## Results and discussion

Two rough stiffnesses give the stresses of MoS₂ a scale. Within the layers, a stress of a few GPa corresponds to a misfit of about one per cent in length. Between the layers, where no chemical bonds cross the gap, the crystal is several times softer. The calculations hold the cell and all atoms fixed, so each stress shows how a functional would like to change the same structure.

Plane-wave DFT with VASP 6.6.1 and PAW potentials for bulk MoS₂ (P6₃/mmc, 6 atoms) at one fixed geometry, without spin polarisation, spin–orbit coupling or an add-on dispersion correction. All runs use a 520 eV cutoff, an 8 × 8 × 2 k mesh and Fermi–Dirac smearing of 0.05 eV. Pressure and stress are positive in compression.

```
 functional                            potentials  pressure (GPa)  stress xx (GPa)  stress zz (GPa)
        LDA  VASP-PAW-LDA-potentials,-recommended          -4.940           -4.790           -5.230
        PBE  VASP-PAW-PBE-potentials,-recommended           2.090            2.360            1.540
     PBEsol  VASP-PAW-PBE-potentials,-recommended          -2.440           -2.420           -2.460
       SCAN  VASP-PAW-PBE-potentials,-recommended          -0.020            0.680           -1.410
optB86b-vdW  VASP-PAW-PBE-potentials,-recommended           0.460            0.660            0.070
 optB88-vdW  VASP-PAW-PBE-potentials,-recommended           2.840            3.380            1.750
rev-vdW-DF2  VASP-PAW-PBE-potentials,-recommended           0.510            0.760            0.020
     vdW-DF  VASP-PAW-PBE-potentials,-recommended           7.340            8.090            5.830
    vdW-DF2  VASP-PAW-PBE-potentials,-recommended          11.980           13.300            9.350
```

### 1. Which functional pushes hardest on the cell, and which pulls hardest?

Positive values mean that the crystal is compressed and would expand if released; negative values mean that it would shrink. vdW-DF2 pushes hardest, with a pressure of 11.98 GPa, and LDA pulls hardest, with −4.94 GPa. On the scale above, the in-plane stress of vdW-DF2 amounts to a lattice that is several per cent too small for its taste. The choice of functional alone can thus matter as much as a sizeable mechanical load.

### 2. Does the pressure follow the usual ladder from LDA through GGA to meta-GGA?

It does not. PBEsol and PBE are both GGAs, yet their pressures differ by 4.53 GPa, and the meta-GGA SCAN lies between them. PBEsol is closer to LDA than to PBE, although the LDA run also uses its own potentials, so that step is not purely one of functional. The rung tells which ingredients a functional has, while the pressure depends on how strongly it uses them.

The important ingredient is the density gradient. When a bond is stretched, the density between the atoms becomes less uniform. A functional whose exchange energy rewards non-uniform density more strongly therefore favours longer bonds, and at a fixed bond length it shifts the stress towards an outward push. PBEsol was built with a weaker gradient dependence than PBE, which accounts for the direction of their difference.

### 3. Why do functionals that include dispersion attraction push outward?

All five functionals with "vdW" in their names contain a nonlocal correlation term that describes dispersion, and all five give positive pressure. How hard they push depends strongly on the exchange that accompanies this term. optB86b-vdW, optB88-vdW and vdW-DF share the same correlation and differ only in exchange, yet the pressure rises by 6.88 GPa from the first to the last. A second pair, rev-vdW-DF2 and vdW-DF2, also shares its correlation and differs by 11.47 GPa.

These comparisons show that exchange is responsible for the differences within each group. No run changes the correlation alone, but two pairs come close. optB86b-vdW has nearly the exchange of PBEsol at small and moderate gradients, yet its pressure is 2.90 GPa higher. All five vdW runs replace the gradient correction of GGA correlation by the nonlocal term, and that correction is expected to offset part of the outward push of exchange, so its removal is the likely reason why even the smallest of the five pressures is positive. optB86b-vdW and rev-vdW-DF2, with similar exchange but different nonlocal terms, give almost the same pressure. The sulfur atoms suggest where exchange acts: from optB86b-vdW to vdW-DF the force on each of them grows from 0.17 to 0.58 eV/Å, as expected if exchange favours longer Mo–S bonds. The in-plane stress rises by 7.43 GPa, more than a push along these bonds alone would be expected to give, so other contacts within the layer probably share the effect. This is in line with the known tendency of vdW-DF and vdW-DF2 to make bonds too long. For a related functional, the first thing to ask is therefore how strongly its exchange rewards the moderate gradients found in and around bonds, which its low-gradient coefficient alone does not tell; the attraction in its dispersion term does not by itself settle the sign of the pressure.

### 4. SCAN gives almost zero pressure. Is its cell relaxed?

No. The pressure is the average of the three stresses, and for SCAN (0.68 + 0.68 − 1.41)/3 is nearly zero. Released, this crystal would first widen in the plane and shorten along the stacking axis; the split in the next section traces that shortening to thinner layers rather than to a narrower gap. A relaxation should be judged by each stress component and by the forces on the atoms, because an average can hide opposite errors.

### 5. Does the stress along the stacking axis measure the attraction between layers?

Only after a correction. Stretching the cell along this axis, stress zz's direction, widens the gaps but also thickens the layers, since every atom keeps its fractional position. If the sulfur atoms feel a force, thickening the layers does work and adds to the stress. This layer part is

layer part = 4 *F h* / *V*,

where *F* is the outward force on each of the four S atoms, *h* their height above the Mo plane and *V* the cell volume. What remains is the stress felt when whole layers move apart without changing shape.

Take optB86b-vdW, whose stress zz of 0.07 GPa looks like perfect balance. With *F* = 0.1686 eV/Å, *h* = 1.565 Å and *V* = 6 × 18.62 Å³, the layer part is 0.0094 eV/Å³, or 1.51 GPa. The remainder is 0.07 − 1.51 = −1.44 GPa, so the layers attract each other while the force on the sulfur atoms points outward. That force includes the pull of the neighbouring layer, which may supply up to about half of it here, so the layer part is not purely a property of the bonds within the layer.

The relation follows from the definition of stress, but which sign of the computed forces means outward is inferred, because the atomic coordinates are not listed. The opposite choice would leave remainders of up to 19 GPa, far too large for a gap without chemical bonds. With the chosen sign, the force also runs broadly with the in-plane stress, from most inward for LDA to most outward for vdW-DF2. The printed output after this section gives the split for every functional.

### 6. Which functionals pull the layers together in this cell, and what would a shorter cell change?

LDA, optB86b-vdW, optB88-vdW and rev-vdW-DF2 show a clear pull between layers, of 1.3 to 1.7 GPa. PBEsol pulls only weakly, by 0.4 GPa, and PBE pushes by 1.1 GPa; neither contains long-range dispersion. LDA has none either; its pull reflects its well-known overbinding where the density tails of neighbouring layers overlap. For vdW-DF2 the remainder is close to zero, so its large stress zz comes almost entirely from within the layers. A remainder near zero does not mean that the layers are unbound, because attraction and repulsion can balance at this spacing.

Some pull is what a realistic functional should give here, because the cell is roughly 5 % longer along the stacking axis than the measured crystal. Zero stress in this cell is therefore no mark of quality. Moving the layers closer is expected to turn the pull into repulsion in the end, but not necessarily to weaken it from the start, because the net pull is strongest somewhat beyond the distance the layers prefer. The values hold for the present shape of the layers: once the sulfur atoms relax, the gap changes too, and with it the stress.

Exchange matters in the gap as well. Going from optB86b-vdW to vdW-DF, with the same dispersion term, turns the pull into a weak push, a change of 2.1 GPa. The layer part changes more, by 3.7 GPa, because the stiff Mo–S bonds answer a small preference in length with a large stress.

### 7. Which digits can be trusted?

The second decimal is useful for following the arithmetic, but its physical accuracy is untested, since no run with a denser mesh or a higher cutoff is available for comparison. All functionals but LDA were run with potentials made for PBE; for those other than PBE itself, the effect of this mismatch on the stress is untested too. The difference of 0.05 GPa between optB86b-vdW and rev-vdW-DF2 should not be used to rank them. The same caution applies to the sign of the interlayer remainder for SCAN and vdW-DF2. The differences of several GPa on which the argument about exchange rests are of another order.

Numerical output:

```
height of S above the Mo plane in A: 1.565
stress zz per unit outward S force in GPa per (eV/A): 8.976
Stress zz split into layer part and rigid-layer remainder in GPa:
          row  S force eV/A  stress zz  layer part  rigid-layer part  remainder if sign were opposite
          LDA       -0.3928      -5.23      -3.526            -1.704                           -8.756
          PBE       0.04693       1.54      0.4213             1.119                            1.961
       PBEsol        -0.227      -2.46      -2.038           -0.4222                           -4.498
         SCAN       -0.1615      -1.41      -1.449           0.03949                           -2.859
  optB86b-vdW        0.1686       0.07       1.514            -1.444                            1.584
   optB88-vdW        0.3382       1.75       3.036            -1.286                            4.786
  rev-vdW-DF2        0.1758       0.02       1.578            -1.558                            1.598
       vdW-DF        0.5789       5.83       5.196            0.6337                            11.03
      vdW-DF2         1.039       9.35       9.326           0.02414                            18.68
spread of pressure over all rows in GPa: 16.92
number of rows with positive pressure: 6
PBEsol less LDA pressure in GPa: 2.5
PBE less PBEsol pressure in GPa: 4.53
SCAN less PBEsol pressure in GPa: 2.42
PBE less SCAN pressure in GPa: 2.11
optB88-vdW less optB86b-vdW pressure in GPa: 2.38
vdW-DF less optB86b-vdW pressure in GPa: 6.88
vdW-DF2 less rev-vdW-DF2 pressure in GPa: 11.47
rev-vdW-DF2 less optB86b-vdW pressure in GPa: 0.05
SCAN sum of the two in-plane stresses in GPa: 1.36
SCAN stress zz in GPa: -1.41
largest gap between pressure and mean of the three stresses in GPa: 0.006667
spread of stress xx in GPa: 18.09
spread of stress zz in GPa: 14.58
spread of the layer part of zz in GPa: 12.85
spread of the rigid-layer part of zz in GPa: 2.822
spread of the remainder if the force sign were opposite in GPa: 27.43
vdW-DF less optB86b-vdW rigid-layer part in GPa: 2.078
vdW-DF2 less rev-vdW-DF2 rigid-layer part in GPa: 1.582
```
